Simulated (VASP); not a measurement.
Input for VASP

INCAR:
```
# general
SYSTEM =As
PREC   =Accurate
ENCUT  =500
LREAL  =.False.
LASPH  =.True.

# electronic loop
EDIFF  =1E-6
NELM   =100
ALGO   =Normal
LMAXMIX=4

# smearing
ISMEAR =1
SIGMA  =0.1

# functional
GGA    =PE

# ions
IBRION =2
NSW    =40
ISIF   =3
EDIFFG =-0.02
PSTRESS=50

# output
LWAVE  =.False.
LCHARG =.False.
```

**KPOINTS**
```
Automatic mesh
0
Gamma
12 12 12
0 0 0
```

POSCAR:
```
As
1.0
  3.4783348289  -1.8860757625  -0.0660274475
  3.4783348289   1.8860757625  -0.0660274475
  2.5148911797   0.0000000000   3.0554499830
As
2
Cart
  2.1966940680   0.0000000000   0.6780091223
  7.2748667695  -0.0000000000   2.2453859657
```

POTCAR, in this order: As (PBE.64 set). Program: vasp_std.

Q: Write an equivalent input for Quantum ESPRESSO's pw.x.

A: One equivalent input (not run):
```
&CONTROL
  calculation = 'vc-relax'
  pseudo_dir = './pseudo'
  outdir = './out'
  tprnfor = .true.
  tstress = .true.
  nstep = 40
  forc_conv_thr = 0.00078
/
&SYSTEM
  ibrav = 0
  nat = 2
  ntyp = 1
  ecutwfc = 84
  occupations = 'smearing'
  smearing = 'methfessel-paxton'
  degauss = 0.00735
  input_dft = 'pbe'
/
&ELECTRONS
  conv_thr = 7.3e-08
  electron_maxstep = 100
/
&IONS
/
&CELL
  press = 50
/
ATOMIC_SPECIES
  As 74.922 As.upf
CELL_PARAMETERS angstrom
     3.4783348   -1.8860758   -0.0660274
     3.4783348    1.8860758   -0.0660274
     2.5148912   -0.0000000    3.0554500
ATOMIC_POSITIONS crystal
  As   0.2319252  0.2319252  0.2319252
  As   0.7680748  0.7680748  0.7680748
K_POINTS automatic
  12 12 12 0 0 0
```
Limits of the translation: the potentials are each code's own (VASP's PAW set, PseudoDojo norm-conserving files in pw.x), so ENCUT and ecutwfc are chosen apart and not converted; conv_thr bounds pw.x's estimated SCF error, while EDIFF bounds the energy change between steps; forc_conv_thr acts on force components and is met together with etot_conv_thr.

The compound is As in the a7 structure. It was relaxed first under an external pressure of 5 GPa.
